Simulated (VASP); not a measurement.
Here is the system:

```
CELL_PARAMETERS angstrom
      0.00000     2.73000     2.73000
      2.73000     0.00000     2.73000
      2.73000     2.73000     0.00000
ATOMIC_POSITIONS crystal
  Ca 0.00000 0.00000 0.00000
  F  0.25000 0.25000 0.25000
  F  0.75000 0.75000 0.75000
```

These are PBE GGA, VASP's PBE PAW potentials (set 64) (plane waves; VASP 6.6.1) values and carry that method's errors. Numerical set-up: 325 eV cut-off, 8×8×8 Γ-centred mesh, Gaussian smearing of 0.050 eV, potentials Ca_sv F.

At this cut-off the stress carries a Pulay error, which pulls relaxed volumes low.

Give the stress tensor in GPa (positive for a compressed cell).

```
-38.29    0.00    0.00
  0.00  -38.29    0.00
  0.00    0.00  -38.29
```
The pressure is its mean diagonal, -38.29 GPa.

The compound is CaF2 in the fluorite structure. The cell was not relaxed at this level. The run is one of a series of settings (ENCUT = 325 against the base run), some of them coarse on purpose.
